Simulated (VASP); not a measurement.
Output of a VASP run:

### OSZICAR
```
       N       E                     dE             d eps       ncg     rms          rms(c)
DAV:   1     0.650486789190E+03    0.65049E+03   -0.26629E+04  1600   0.261E+03
DAV:   2     0.533508988434E+02   -0.59714E+03   -0.57630E+03  1685   0.689E+02
DAV:   3    -0.387267458972E+02   -0.92078E+02   -0.90710E+02  1705   0.225E+02
DAV:   4    -0.433169208146E+02   -0.45902E+01   -0.45697E+01  1756   0.553E+01
DAV:   5    -0.434630004655E+02   -0.14608E+00   -0.14602E+00  1948   0.999E+00    0.157E+01
DAV:   6    -0.372162332591E+02    0.62468E+01   -0.25354E+01  2341   0.720E+01    0.574E+00
DAV:   7    -0.373264377388E+02   -0.11020E+00   -0.20608E+00  1600   0.855E+00    0.326E+00
DAV:   8    -0.373101952954E+02    0.16242E-01   -0.30091E-01  2192   0.526E+00    0.775E-01
DAV:   9    -0.372955002774E+02    0.14695E-01   -0.87516E-02  2355   0.394E+00    0.150E-01
DAV:  10    -0.372962075306E+02   -0.70725E-03   -0.56803E-03  2032   0.711E-01    0.424E-02
DAV:  11    -0.372962923608E+02   -0.84830E-04   -0.29095E-04  2324   0.180E-01    0.186E-02
DAV:  12    -0.372962962839E+02   -0.39231E-05   -0.22473E-05  1765   0.410E-02    0.136E-02
DAV:  13    -0.372962923187E+02    0.39652E-05   -0.15600E-05  1888   0.516E-02    0.222E-03
DAV:  14    -0.372962925059E+02   -0.18718E-06   -0.13843E-06  1188   0.109E-02
   1 F= -.38582471E+02 E0= -.38582471E+02  d E =-.385825E+02
       N       E                     dE             d eps       ncg     rms          rms(c)
DAV:   1    -0.372973299007E+02   -0.10376E-02   -0.63182E-02  1582   0.188E+00    0.184E-01
DAV:   2    -0.372969299411E+02    0.39996E-03   -0.29656E-03  1941   0.552E-01    0.109E-01
DAV:   3    -0.372965793383E+02    0.35060E-03   -0.48099E-04  2155   0.287E-01    0.148E-02
DAV:   4    -0.372965887301E+02   -0.93918E-05   -0.12784E-04  1658   0.792E-02    0.776E-03
DAV:   5    -0.372965874777E+02    0.12525E-05   -0.47947E-06  1710   0.229E-02    0.225E-03
DAV:   6    -0.372965876055E+02   -0.12782E-06   -0.10429E-06   954   0.933E-03
   2 F= -.38582722E+02 E0= -.38582722E+02  d E =-.250960E-03
```

OUTCAR:
```
------------------------ aborting loop because EDIFF is reached ----------------------------------------
 Edisp (eV)   -1.28613
  FORCE on cell =-STRESS in cart. coord.  units (eV):
  Direction    XX          YY          ZZ          XY          YZ          ZX
  --------------------------------------------------------------------------------------
  Total       0.05907     0.05907     0.00954     0.00000     0.00000     0.00000
  in kB       1.27201     1.27201     0.20543     0.00000     0.00000     0.00000
  external pressure =        0.92 kB  Pullay stress =        0.00 kB
  volume of cell :       74.41
      direct lattice vectors                 reciprocal lattice vectors
     4.795788344  0.000000000  0.000000000     0.208516291  0.000000000  0.000000000
     0.000000000  4.795788344  0.000000000     0.000000000  0.208516291  0.000000000
     0.000000000  0.000000000  3.235198887     0.000000000  0.000000000  0.309100007
 POSITION                                       TOTAL-FORCE (eV/Angst)
 -----------------------------------------------------------------------------------
      4.79579      0.00000      0.00000        -0.000000      0.000000     -0.000000
      2.39789      2.39789      1.61760        -0.000000      0.000000     -0.000000
      1.46866      1.46866      0.00000        -0.004802     -0.004802      0.000000
      3.86656      0.92923      1.61760        -0.004802      0.004802     -0.000000
      0.92923      3.86656      1.61760         0.004802     -0.004802      0.000000
      3.32713      3.32713      3.23520         0.004802      0.004802     -0.000000
 -----------------------------------------------------------------------------------
    total drift:                                0.000000     -0.000000     -0.000000
  FREE ENERGIE OF THE ION-ELECTRON SYSTEM (eV)
  ---------------------------------------------------
  free  energy   TOTEN  =       -38.5827218535 eV

  energy  without entropy=      -38.5827218535  energy(sigma->0) =      -38.58272185

 reached required accuracy - stopping structural energy minimisation
```
(Selected blocks of OUTCAR.)

POSCAR:
```
SnO2
1
    4.7922747742     0.0000000000     0.0000000000
   -0.0000000000     4.7922747742     0.0000000000
    0.0000000000     0.0000000000     3.2399906991
Sn O
2 4
Direct
  0.0000000000   0.0000000000   0.0000000000
  0.5000000000   0.5000000000   0.5000000000
  0.3061405813   0.3061405813   0.0000000000
  0.8061405813   0.1938594187   0.5000000000
  0.1938594187   0.8061405813   0.5000000000
  0.6938594187   0.6938594187   0.0000000000
```

**Question.** Write an INCAR and KPOINTS that could have produced this output.

**Answer.** Several could match; the one computed here: the input of the run itself, PBE GGA with D3 dispersion (Becke-Johnson damping), plane waves, VASP's PBE PAW potentials (set 64).

**INCAR**
```
# general
SYSTEM  = SnO2
PREC    = Accurate
ENCUT   = 520
LREAL   = .FALSE.   # projection in real space or not
LASPH   = .TRUE.

# electronic loop
EDIFF   = 1E-6   # SCF stop (eV)
NELM    = 100   # most electronic steps
ALGO    = Normal   # blocked Davidson
LMAXMIX = 4   # l cut-off of mixed one-centre charges

# smearing
ISMEAR  = 0   # Gaussian
SIGMA   = 0.05   # width (eV)

# functional
GGA     = PE   # PBE
IVDW    = 12

# ions
IBRION  = 2   # conjugate gradients
NSW     = 60   # most ionic steps
ISIF    = 3   # ions, shape and volume
EDIFFG  = -0.02

# output
LWAVE   = .FALSE.
LCHARG  = .FALSE.
```

### KPOINTS
```
Automatic mesh
0
Gamma
4 4 6
0 0 0
```

POTCAR, in this order: Sn_d O (PBE.64 set). Program: vasp_std.

The compound is SnO2 in the rutile structure. This run relaxes it. Symmetry was kept, so distortions that lower it aren't found. The start is the result of an earlier pass.
